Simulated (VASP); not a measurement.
These are PBE GGA, VASP's PBE PAW potentials (set 64) (plane waves; VASP) values and carry that method's errors.

VASP input:

INCAR:
```
! general
SYSTEM  = PdIn
PREC    = Accurate
ENCUT   = 520
LREAL   = F
LASPH   = T

! electronic loop
EDIFF   = 1E-6
NELM    = 100
ALGO    = Normal
LMAXMIX = 4

! smearing
ISMEAR  = 1
SIGMA   = 0.1

! functional
GGA     = PE

! ions
ISIF    = 2

! output
LWAVE   = F
LCHARG  = F
```

KPOINTS:
```
Automatic mesh
0
Gamma
10 10 10
0 0 0
```

POSCAR:
```
PdIn
1
    3.2110240000     0.0000000000     0.0000000000
    0.0000000000     3.3210570000     0.0000000000
    0.0000000000     0.0000000000     3.2532660000
In Pd
1 1
Direct
  0.5000000000   0.5000000000   0.5000000000
  0.0213450000   0.0000000000   0.0000000000
```

POTCAR, in this order: In Pd (PBE.64 set). Program: vasp_std.

Output of the run:

### OSZICAR
```
       N       E                     dE             d eps       ncg     rms          rms(c)
DAV:   1     0.579943052047E+02    0.57994E+02   -0.55257E+03  4320   0.107E+03
DAV:   2    -0.753730899173E+01   -0.65532E+02   -0.62171E+02  4570   0.209E+02
DAV:   3    -0.898586264367E+01   -0.14486E+01   -0.14408E+01  5374   0.336E+01
DAV:   4    -0.899558235941E+01   -0.97197E-02   -0.96975E-02  4888   0.271E+00
DAV:   5    -0.899573247855E+01   -0.15012E-03   -0.15012E-03  4998   0.356E-01    0.656E+00
DAV:   6    -0.884528486323E+01    0.15045E+00   -0.39304E-01  4698   0.646E+00    0.343E+00
DAV:   7    -0.878476187971E+01    0.60523E-01   -0.89353E-02  4526   0.233E+00    0.156E+00
DAV:   8    -0.876391094688E+01    0.20851E-01   -0.28401E-02  4650   0.169E+00    0.401E-01
DAV:   9    -0.876377847374E+01    0.13247E-03   -0.58191E-04  4806   0.175E-01    0.931E-02
DAV:  10    -0.876374564280E+01    0.32831E-04   -0.94993E-05  4684   0.558E-02    0.151E-02
DAV:  11    -0.876374449985E+01    0.11430E-05   -0.44846E-06  4806   0.180E-02    0.458E-03
DAV:  12    -0.876374415933E+01    0.34052E-06   -0.15238E-07  2362   0.387E-03
   1 F= -.87637442E+01 E0= -.87636676E+01  d E =-.229803E-03
```

File OUTCAR:
```
------------------------ aborting loop because EDIFF is reached ----------------------------------------
  FORCE on cell =-STRESS in cart. coord.  units (eV):
  Direction    XX          YY          ZZ          XY          YZ          ZX
  --------------------------------------------------------------------------------------
  Total        1.0814093      1.0860729      1.1066540      0.0000000      0.0000000      0.0000000
  in kB       49.9414576     50.1568334     51.1073035      0.0000000      0.0000000      0.0000000
  external PRESSURE =      50.4018648 kB  Pullay stress =       0.0000000 kB
  volume of cell :       34.69
      direct lattice vectors                 reciprocal lattice vectors
     3.211024000  0.000000000  0.000000000     0.311427134  0.000000000  0.000000000
     0.000000000  3.321057000  0.000000000     0.000000000  0.301108954  0.000000000
     0.000000000  0.000000000  3.253266000     0.000000000  0.000000000  0.307383411
 POSITION                                       TOTAL-FORCE (eV/Angst)
 -----------------------------------------------------------------------------------
      1.60551      1.66053      1.62663         0.273457      0.000000      0.000000
      0.06854      0.00000      0.00000        -0.273457      0.000000      0.000000
 -----------------------------------------------------------------------------------
    total drift:                               -0.000286      0.000000      0.000000
  FREE ENERGIE OF THE ION-ELECTRON SYSTEM (eV)
  ---------------------------------------------------
  free  energy   TOTEN  =        -8.7637441593 eV

  energy  without entropy=       -8.7635143560  energy(sigma->0) =       -8.76366756
```
(Selected blocks of OUTCAR.)

The compound is PdIn in the CsCl type structure. The cell was not relaxed at this level, atoms are displaced from their ideal sites. The run is one of a series of settings (ENCUT = 520, POTCAR In Pd (PBE.64 set) against the base run), some of them coarse on purpose. The electron count is odd and the run is not spin-polarised, which forces a metal.
